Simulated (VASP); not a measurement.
Here is the system:

```xyz
4
Lattice="4.3810 0.0000 0.0000 -2.1905 3.7940 0.0000 0.0000 0.0000 7.1421" Properties=species:S:1:pos:R:3 pbc="T T T"
Cd     2.1905     1.2647     3.5709
Cd     0.0000     2.5293     7.1420
Se     2.1905     1.2647     6.2555
Se     0.0000     2.5293     2.6845
```

Level of theory: modified Becke-Johnson potential (mBJ) with spin-orbit coupling, VASP's PBE PAW potentials (set 64) (plane waves; VASP). Run with 400 eV cut-off, 4×4×4 Γ-centred mesh, Gaussian smearing of 0.050 eV, potentials Cd Se.

mBJ is a potential without an energy functional, so only the levels count.

Problem. Give the energies of bands 27 to 40 at the high-symmetry points, in eV from the valence-band maximum.

Solution. 
```tsv
band	Γ	M	K	A	L	H
27	-0.83	-3.08	-3.14	-2.22	-3.57	-3.42
28	-0.83	-3.08	-3.14	-2.22	-3.57	-3.42
29	-0.62	-2.25	-2.56	-0.53	-1.27	-2.11
30	-0.62	-2.25	-2.56	-0.53	-1.27	-2.11
31	-0.34	-1.60	-1.65	-0.53	-1.27	-2.00
32	-0.34	-1.60	-1.63	-0.53	-1.27	-2.00
33	-0.02	-1.15	-1.63	-0.32	-1.11	-1.04
34	-0.02	-1.15	-1.58	-0.32	-1.11	-1.04
35	0.00	-0.69	-1.41	-0.32	-1.11	-0.98
36	0.00	-0.69	-1.41	-0.32	-1.11	-0.98
37	1.81	3.99	5.15	3.26	3.86	4.50
38	1.81	3.99	5.17	3.26	3.86	4.50
39	3.17	4.20	5.17	3.26	3.86	4.56
40	3.17	4.20	5.30	3.26	3.86	4.56
```

The gap is direct, 1.81 eV, from the valence maximum at Γ to the conduction minimum at Γ.

The structure comes from a computed database's CdSe entry (P6_3mc); how it stands against other phases isn't given here. It was relaxed first. The cell's shape comes from a PBE relaxation.
